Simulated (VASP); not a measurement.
# B2Te (Cmmm) in VASP: notebook

The runs below take B2Te through single point, relaxation of cell and atoms, with PBE.

Program: VASP 6.6.1. These are calculated values, not measurements. Logs are shortened: lines on timing, memory, paths and dates and some standing lists are left out, and cuts for length are marked.

### 1 Starting point

The structure is orthorhombic, space group Cmmm (No. 65). The conventional cell has a = 6.321 Å, b = 9.049 Å, c = 3.631 Å, α = 90.00°, β = 90.00°, γ = 90.00°. Around B (site symmetry m) lie 2 B at 1.64 to 1.70 Å. Te (site symmetry 2/m) has 4 B at 2.43 Å as nearest neighbours.

The cell was built by a generator and needn't be a form met in nature.

### 2 Single point, PBE

File INCAR:

```
SYSTEM = B2Te
PREC     = Accurate       ! precision mode
ENCUT    = 520            ! plane-wave cutoff, eV
EDIFF    = 1E-6           ! SCF threshold, eV
ISMEAR   = 0              ! smearing method
SIGMA    = 0.1            ! smearing width, eV
LREAL    = .FALSE.        ! projectors in reciprocal space
LASPH    = .TRUE.         ! aspherical terms in the spheres
NELM     = 100            ! most SCF steps
ALGO     = Fast           ! electronic algorithm
ISIF     = 2              ! what is computed and relaxed
LWAVE    = .FALSE.        ! write WAVECAR
LCHARG   = .FALSE.        ! write CHGCAR
GGA      = PE             ! functional
NBANDS   = 21             ! bands
```

File KPOINTS:

```
Automatic mesh
0
G
  4 4 6
  0 0 0
```

File POSCAR:

```
B2Te
1.0
    3.1604906905     -4.5246748104      0.0000000000
    3.1604906905      4.5246748104      0.0000000000
    0.0000000000      0.0000000000      3.6305013619
B Te
4 2
Direct
    0.0434431409      0.2249447376      0.5000000000
    0.9565568591      0.7750552624      0.5000000000
    0.2249447376      0.0434431409      0.5000000000
    0.7750552624      0.9565568591      0.5000000000
    0.0000000000      0.5000000000      0.0000000000
    0.5000000000      0.0000000000      0.0000000000
```

Potentials or basis: VASP PAW PBE potentials, release 64 (B, Te).

The run is started by

```bash
> cat potpaw_PBE.64/B/POTCAR potpaw_PBE.64/Te/POTCAR > POTCAR
> mpirun -np 1 vasp_std > vasp.out
```

OUTCAR:

```text
SYSTEM = B2Te
   PREC = Accurate
   ENCUT = 520
   EDIFF = 1E-6
   ISMEAR = 0
   LREAL = .FALSE.
   LASPH = .TRUE.
   NELM = 100
   ISIF = 2
   GGA = PE

 ion  position               nearest neighbor table
   1  0.043  0.225  0.500-   3 1.64   4 1.70   5 2.43   5 2.43
   2  0.957  0.775  0.500-   4 1.64   3 1.70   5 2.43   5 2.43
   3  0.225  0.043  0.500-   1 1.64   2 1.70   6 2.43   6 2.43
   4  0.775  0.957  0.500-   2 1.64   1 1.70   6 2.43   6 2.43
   5  0.000  0.500  0.000-   1 2.43   2 2.43   1 2.43   2 2.43   6 3.16   6 3.16
   6  0.500  0.000  0.000-   3 2.43   4 2.43   3 2.43   4 2.43   5 3.16   5 3.16

  LATTYP: Found a base centered orthorhombic cell.
 ALAT       =     6.3209813810
 B/A-ratio  =     1.4316368101
 C/A-ratio  =     0.5743572308

  Lattice vectors:

 A1 = (   3.1604906905,  -4.5246748104,   0.0000000000)
 A2 = (   3.1604906905,   4.5246748104,   0.0000000000)
 A3 = (   0.0000000000,   0.0000000000,   3.6305013619)

Analysis of symmetry for initial positions (statically):
=====================================================================
 Subroutine PRICEL returns:
 Original cell was already a primitive cell.

 Routine SETGRP: Setting up the symmetry group for a
 base centered orthorhombic supercell.

 Subroutine GETGRP returns: Found  8 space group operations
 (whereof  8 operations were pure point group operations)
 out of a pool of  8 trial point group operations.

The static configuration has the point symmetry D_2h.

Analysis of symmetry for dynamics (positions and initial velocities):
=====================================================================
 Subroutine PRICEL returns:
 Original cell was already a primitive cell.

 Routine SETGRP: Setting up the symmetry group for a
 base centered orthorhombic supercell.

 Subroutine GETGRP returns: Found  8 space group operations
 (whereof  8 operations were pure point group operations)
 out of a pool of  8 trial point group operations.

The dynamic configuration has the point symmetry D_2h.

 Subroutine INISYM returns: Found  8 space group operations
 (whereof  8 operations are pure point group operations),
 and found     1 'primitive' translations

----------------------------------------------------------------------------------------

                                     Primitive cell

  volume of cell :     103.8337

  direct lattice vectors                    reciprocal lattice vectors
     3.160490691 -4.524674810  0.000000000     0.158203282 -0.110505179  0.000000000
     3.160490691  4.524674810  0.000000000     0.158203282  0.110505179  0.000000000
     0.000000000  0.000000000  3.630501362     0.000000000  0.000000000  0.275444050

  length of vectors
     5.519183232  5.519183232  3.630501362     0.192975835  0.192975835  0.275444050

  position of ions in fractional coordinates (direct lattice)
     0.043443141  0.224944738  0.500000000
     0.956556859  0.775055262  0.500000000
     0.224944738  0.043443141  0.500000000
     0.775055262  0.956556859  0.500000000
     0.000000000  0.500000000  0.000000000
     0.500000000  0.000000000  0.000000000

  ion indices of the primitive-cell ions
   primitive index   ion index
                 1           1
                 2           2
                 3           3
                 4           4
                 5           5
                 6           6

----------------------------------------------------------------------------------------

 KPOINTS: Automatic mesh

Automatic generation of k-mesh.
 Grid dimensions read from file:
 generate k-points for:    4    4    6

 Generating k-lattice:

  Cartesian coordinates                     Fractional coordinates (reciprocal lattice)
     0.039550821 -0.027626295  0.000000000     0.250000000  0.000000000  0.000000000
     0.039550821  0.027626295  0.000000000     0.000000000  0.250000000  0.000000000
     0.000000000  0.000000000  0.045907342     0.000000000  0.000000000  0.166666667

  Length of vectors
     0.048243959  0.048243959  0.045907342

  Shift w.r.t. Gamma in fractional coordinates (k-lattice)
     0.000000000  0.000000000  0.000000000

 Subroutine IBZKPT returns following result:
 ===========================================

 Found     28 irreducible k-points:

 Following reciprocal coordinates:
            Coordinates               Weight
  0.000000  0.000000  0.000000      1.000000
  0.250000 -0.000000  0.000000      4.000000
  0.500000 -0.000000  0.000000      2.000000
  0.250000  0.250000  0.000000      2.000000
  0.500000  0.250000  0.000000      4.000000
 -0.250000  0.250000  0.000000      2.000000
[... 16 lines left out ...]
  0.250000 -0.000000  0.500000      4.000000
  0.500000 -0.000000  0.500000      2.000000
 [... further k-points ...]
   k-points           NKPTS =     28   k-points in BZ     NKDIM =     28   number of bands    NBANDS=     21
   number of dos      NEDOS =    301   number of ions     NIONS =      6
   total plane-waves  NPLWV =  49392
   dimension x,y,z NGX =    42 NGY =   42 NGZ =   28
   dimension x,y,z NGXF=    84 NGYF=   84 NGZF=   56
   ions per type =               4   2
   NGX,Y,Z   is equivalent  to a cutoff of  12.65, 12.65, 12.82 a.u.
   NGXF,Y,Z  is equivalent  to a cutoff of  25.30, 25.30, 25.64 a.u.
 SYSTEM =  B2Te
   PREC   = accura    normal or accurate (medium, high low for compatibility)
   ISTART =      0    job   : 0-new  1-cont  2-samecut
   ICHARG =      2    charge: 1-file 2-atom 10-const
   ISPIN  =      1    spin polarized calculation?
   LNONCOLLINEAR =      F non collinear calculations
   LSORBIT =      F    spin-orbit coupling
   LASPH  =      T    aspherical Exc in radial PAW
   ENCUT  =  520.0 eV  38.22 Ry    6.18 a.u.  10.26 10.26  6.75*2*pi/ulx,y,z
   NELM   =    100;   NELMIN=  2; NELMDL= -5     # of ELM steps
   EDIFF  = 0.1E-05   stopping-criterion for ELM
   LREAL  =      F    real-space projection
   EDIFFG = 0.1E-04   stopping-criterion for IOM
   NSW    =      0    number of steps for IOM
   IBRION =     -1    ionic relax: 0-MD 1-quasi-New 2-CG
   NFREE  =      0    steps in history (QN), initial steepest desc. (CG)
   ISIF   =      2    stress and relaxation
   ISYM   =      2    0-nonsym 1-usesym 2-fastsym
   POTIM  = 0.5000    time-step for ionic-motion
   TEBEG  =    0.0;   TEEND  =   0.0 temperature during run
   PSTRESS=    0.0 pullay stress
   NELECT =      24.0000    total number of electrons
   NUPDOWN=      -1.0000    fix difference up-down
   EMIN   =  10.00;   EMAX   =-10.00  energy-range for DOS
   EFERMI =   0.00;   METHOD = LEGACY
   ISMEAR =     0;   SIGMA  =   0.10  broadening in eV -4-tet -1-fermi 0-gaus
   EFERMI_NEDOS =   21; number of points for ismear=-14 and -15
   IALGO  =     68    algorithm
   IMIX   =      4    mixing-type and parameters
     AMIX     =   0.40;   BMIX     =  1.00
     AMIX_MAG =   1.60;   BMIX_MAG =  1.00
  volume/ion in A,a.u.               =      17.31       116.78
  Fermi-wavevector in a.u.,A,eV,Ry     =   1.004691  1.898590 13.733769  1.009404
  Thomas-Fermi vector in A             =   2.137323
   LORBIT       =      0    0 simple, 1 ext, 2 COOP (PROOUT), +10 PAW based schemes
   GGA     = PE    functional components
   LHFCALC =     F    Hartree Fock is set to
   AEXX    =    0.0000 exact exchange contribution
   IVDW    =     0    specifies the selected vdW correction
   LEPSILON=     F    determine dielectric tensor
   LRPA    =     F    only Hartree local field effects (RPA)
 non-spin polarized calculation
 RMM-DIIS sequential band-by-band and
 Gauss-broadening in eV      SIGMA  =   0.10
  energy-cutoff  :      520.00
  volume of cell :      103.83
 maximum number of plane-waves:      2816
 NGX is ok and might be reduce to    42
   NGX = 21   NGY = 21   NGZ = 13

 number of electron      23.9999999 magnetization

 Free energy of the ion-electron system (eV)
  ---------------------------------------------------
  ext. energy  EPLUGINS =         0.00000000
  ---------------------------------------------------
  free energy    TOTEN  =       -27.80728521 eV

  energy without entropy =      -27.79664292  energy(sigma->0) =      -27.80196407

 E-fermi :   5.3235     XC(G=0):  -9.4968

 val. band max:        5.3007350693   @ k =   0.2500  -0.0000   0.0000
 cond. band min:       5.3760912814   @ k =  -0.2500   0.2500   0.5000
 fundamental gap:      0.0753562121
 Fermi energy:         5.3234706240

 k-point     1 :       0.0000    0.0000    0.0000
  band No.  band energies     occupation
      1      -8.8405      2.00000
      2      -6.3599      2.00000
      3      -4.2205      2.00000
      4      -2.6794      2.00000
      5      -1.6061      2.00000
      6       1.0063      2.00000
[... 13 lines left out ...]
     20      10.6458      0.00000
     21      10.9718      0.00000

 k-point     2 :       0.2500   -0.0000    0.0000
  band No.  band energies     occupation
      1      -8.5971      2.00000
      2      -6.8922      2.00000
      3      -4.5851      2.00000
      4      -2.0567      2.00000
      5      -0.9192      2.00000
      6       1.1343      2.00000
[... 13 lines left out ...]
     20      10.8125      0.00000
     21      11.1561      0.00000

 k-point     3 :       0.5000   -0.0000    0.0000
  band No.  band energies     occupation
      1      -8.0468      2.00000
      2      -7.6977      2.00000
      3      -4.7578      2.00000
      4      -1.8967      2.00000
      5       1.0984      2.00000
      6       1.2403      2.00000
[... 13 lines left out ...]
     20      11.8572      0.00000
     21      12.5294      0.00000
[... 457 lines left out ...]
 k-point    23 :       0.2500   -0.0000    0.5000
  band No.  band energies     occupation
      1      -6.9378      2.00000
      2      -5.5744      2.00000
      3      -5.4543      2.00000
      4      -2.2638      2.00000
      5      -1.1919      2.00000
      6      -0.0812      2.00000
[... 13 lines left out ...]
     20      12.4013      0.00000
     21      13.3088      0.00000

 k-point    24 :       0.5000   -0.0000    0.5000
  band No.  band energies     occupation
      1      -6.3382      2.00000
      2      -6.2547      2.00000
      3      -5.4217      2.00000
      4      -2.8663      2.00000
      5      -1.2069      2.00000
      6      -0.0817      2.00000
[... 13 lines left out ...]
     20      12.7401      0.00000
     21      13.1704      0.00000

 [... further k-points ...]

------------------------ aborting loop because EDIFF is reached ----------------------------------------

  FORCE on cell =-STRESS in cart. coord.  units (eV):
  Direction    XX          YY          ZZ          XY          YZ          ZX
  --------------------------------------------------------------------------------------
  -------------------------------------------------------------------------------------
  Total        0.1146690      0.0847409      0.0503856      0.0000000      0.0000000      0.0000000
  in kB        1.7693680      1.3075709      0.7774610      0.0000000      0.0000000      0.0000000
  external PRESSURE =       1.2848000 kB  Pullay stress =       0.0000000 kB

 VOLUME and BASIS-vectors are now :
 -----------------------------------------------------------------------------
  energy-cutoff  :      520.00
  volume of cell :      103.83
      direct lattice vectors                 reciprocal lattice vectors
     3.160490691 -4.524674810  0.000000000     0.158203282 -0.110505179  0.000000000
     3.160490691  4.524674810  0.000000000     0.158203282  0.110505179  0.000000000
     0.000000000  0.000000000  3.630501362     0.000000000  0.000000000  0.275444050

 POSITION                                       TOTAL-FORCE (eV/Angst)
 -----------------------------------------------------------------------------------
      0.84824      0.82124      1.81525         0.012977      0.002831      0.000000
      5.47274     -0.82124      1.81525        -0.012977     -0.002831      0.000000
      0.84824     -0.82124      1.81525         0.012977     -0.002831      0.000000
      5.47274      0.82124      1.81525        -0.012977      0.002831     -0.000000
      1.58025      2.26234      0.00000         0.000000      0.000000      0.000000
      1.58025     -2.26234      0.00000        -0.000000     -0.000000      0.000000
 -----------------------------------------------------------------------------------
    total drift:                               -0.000000     -0.000000      0.000000

  FREE ENERGIE OF THE ION-ELECTRON SYSTEM (eV)
  ---------------------------------------------------
  free  energy   TOTEN  =       -27.8072852136 eV

  energy  without entropy=      -27.7966429213  energy(sigma->0) =      -27.80196407
```

Wall time 44 s (1 thread of Intel Xeon Platinum 8488C (Sapphire Rapids), shared host); peak memory 0.23 GiB.

What came out:

```
Free energy            : -27.8073 eV
Pressure               : 0.1 GPa
Largest force          : 0.013 eV/Å
Band gap on the k mesh : none (metal or under the smearing width)
```

Forces on the atoms (eV/Å):
```
B    0.013  0.003  0.000
B   -0.013 -0.003  0.000
B    0.013 -0.003  0.000
B   -0.013  0.003  0.000
Te   0.000  0.000  0.000
Te   0.000  0.000  0.000
```

Levels at points of the mesh, in eV from the Fermi level:
| k point | band 10 | band 11 | band 12 | band 13 | band 14 | band 15 |
| --- | --- | --- | --- | --- | --- | --- |
| (0.00, 0.00, 0.00) | -0.38 | -0.25 | 0.24 | 1.31 | 1.83 | 1.83 |
| (0.50, 0.00, 0.00) | -2.19 | -0.49 | -0.20 | 0.83 | 1.03 | 1.97 |
| (0.50, 0.50, 0.00) | -1.68 | -1.59 | -0.46 | 1.48 | 1.52 | 2.44 |
| (0.00, 0.00, 0.50) | -3.01 | -2.02 | -1.92 | 1.20 | 2.06 | 2.29 |
| (0.50, 0.00, 0.50) | -1.92 | -1.56 | -1.50 | -1.14 | 1.41 | 1.96 |
| (0.50, 0.50, 0.50) | -1.94 | -1.66 | -1.22 | -0.66 | 2.51 | 2.54 |

The run has no spin-orbit coupling, so splittings on Te are missing.

### 3 Relaxation of cell and atoms, PBE

This run uses another cell than the first one, of 13.66 Å³/atom, 0.789 times its volume.

File INCAR:

```
PREC     = Accurate       # precision mode
ENCUT    = 600            # plane-wave cutoff, eV
EDIFF    = 1E-7           # SCF threshold, eV
ISMEAR   = 0              # smearing method
SIGMA    = 0.1            # smearing width, eV
LREAL    = False          # projectors in reciprocal space
LASPH    = True           # aspherical terms in the spheres
NELM     = 100            # most SCF steps
ALGO     = Fast           # electronic algorithm
ISIF     = 3              # what is computed and relaxed
LWAVE    = False          # write WAVECAR
LCHARG   = False          # write CHGCAR
GGA      = PE             # functional
IBRION   = 2              # ionic algorithm
NSW      = 90             # ionic steps
EDIFFG   = -0.04          # ionic threshold
```

File KPOINTS:

```
regular mesh
0
Gamma
  4 4 6
```

File POSCAR:

```
B2Te
1.0
    2.3820342800     -5.0803850100      0.0000000000
    2.3820342800      5.0803850100      0.0000000000
    0.0000000000      0.0000000000      3.3856445100
B Te
4 2
Direct
    0.1019200500      0.3216338200      0.5000000000
    0.8980799500      0.6783661800      0.5000000000
    0.3216338200      0.1019200500      0.5000000000
    0.6783661800      0.8980799500      0.5000000000
    0.0000000000      0.5000000000      0.0000000000
    0.5000000000      0.0000000000      0.0000000000
```

Potentials or basis: VASP PAW PBE potentials, release 64 (B, Te).

The run is started by

```bash
> cat potpaw_PBE.64/B/POTCAR potpaw_PBE.64/Te/POTCAR > POTCAR
> mpirun -np 1 vasp_std > vasp.out
```

Wall time 11 min (1 thread of Intel Xeon Platinum 8488C (Sapphire Rapids), shared host); peak memory 0.28 GiB.

It converged, with:

* Free energy: -27.8030 eV
* Relaxed volume: 17.29 Å³/atom
* Relaxed cell: a = 5.519 Å, b = 5.519 Å, c = 3.632 Å, α = 90.00°, β = 90.00°, γ = 110.40°
* Space group after relaxing (to 0.05 Å): Cmmm (No. 65)
* Energy gained by relaxing: 1456.3 meV/atom
* Ionic steps: 23
* Pressure after relaxing: 0.1 GPa
* Largest force after relaxing: 0.038 eV/Å
* Band gap on the k mesh: none (metal or under the smearing width)

Forces on the atoms (eV/Å):
```
B   -0.030  0.023  0.000
B    0.030 -0.023  0.000
B   -0.030 -0.023  0.000
B    0.030  0.023  0.000
Te   0.000  0.000  0.000
Te   0.000  0.000  0.000
```

Stress tensor (GPa, compression positive):
```
0.05 0.00 0.00
0.00 0.17 0.00
0.00 0.00 0.04
```

The path:
```tsv
step	energy change (eV)	largest force (eV/Å)	pressure (GPa)	volume (Å³)
1	0.0000	4.0341	35.02	81.94
2	-5.6269	2.6574	-12.18	119.98
3	-5.5337	3.2201	-10.57	112.72
4	-6.2623	5.9465	5.59	101.04
5	-7.0735	1.3804	-4.08	105.19
6	-7.0782	1.4012	-3.67	104.94
7	-7.6415	1.4992	-0.03	98.74
8	-7.6996	0.3104	15.10	87.56
9	-7.8915	1.4564	4.83	93.75
10	-7.9125	1.0919	8.86	90.85
11	-8.0962	0.1195	9.49	91.95
12	-8.0977	0.0486	9.62	92.05
13	-8.4515	0.1349	3.55	97.83
14	-8.5877	0.2592	-1.05	103.88
15	-8.5932	0.2846	-1.91	105.28
16	-8.6452	0.4345	-0.75	104.58
17	-8.6585	0.7462	0.19	104.04
18	-8.6979	0.4612	0.29	103.72
19	-8.7313	0.1273	0.65	103.06
20	-8.7315	0.1559	0.70	103.00
21	-8.7372	0.0607	0.10	103.56
22	-8.7373	0.0779	0.00	103.66
23	-8.7377	0.0379	0.09	103.72
```

Final structure:
```yaml
crystal:
  lattice:
    - [3.15009, -4.53227, 0.00000]
    - [3.15009, 4.53227, 0.00000]
    - [0.00000, 0.00000, 3.63247]
  atoms:
    - { symbol: B, position: [0.04443, 0.22544, 0.50000] }
    - { symbol: B, position: [0.95557, 0.77456, 0.50000] }
    - { symbol: B, position: [0.22544, 0.04443, 0.50000] }
    - { symbol: B, position: [0.77456, 0.95557, 0.50000] }
    - { symbol: Te, position: [0.00000, 0.50000, 0.00000] }
    - { symbol: Te, position: [0.50000, 0.00000, 0.00000] }
```

Levels at points of the mesh, in eV from the Fermi level:
| k point | band 9 | band 10 | band 11 | band 12 | band 13 | band 14 | band 15 | band 16 |
| --- | --- | --- | --- | --- | --- | --- | --- | --- |
| (0.00, 0.00, 0.00) | -0.87 | -0.40 | -0.27 | 0.24 | 1.37 | 1.82 | 1.83 | 2.07 |
| (0.50, 0.00, 0.00) | -2.46 | -2.20 | -0.51 | -0.21 | 0.82 | 1.02 | 1.97 | 2.49 |
| (0.50, 0.50, 0.00) | -2.67 | -1.68 | -1.59 | -0.48 | 1.47 | 1.58 | 2.44 | 3.07 |
| (0.00, 0.00, 0.50) | -3.63 | -3.05 | -2.02 | -1.93 | 1.18 | 2.04 | 2.35 | 4.51 |
| (0.50, 0.00, 0.50) | -2.09 | -1.92 | -1.56 | -1.50 | -1.15 | 1.41 | 1.95 | 2.79 |
| (0.50, 0.50, 0.50) | -2.64 | -1.94 | -1.66 | -1.20 | -0.67 | 2.52 | 2.82 | 3.33 |

Caveat: the k mesh is coarse (spacing up to 0.36 Å⁻¹), so the values aren't converged; the volume moved by over 15 % at a fixed basis, so the end points are rough. The run has no spin-orbit coupling, so splittings on Te are missing.
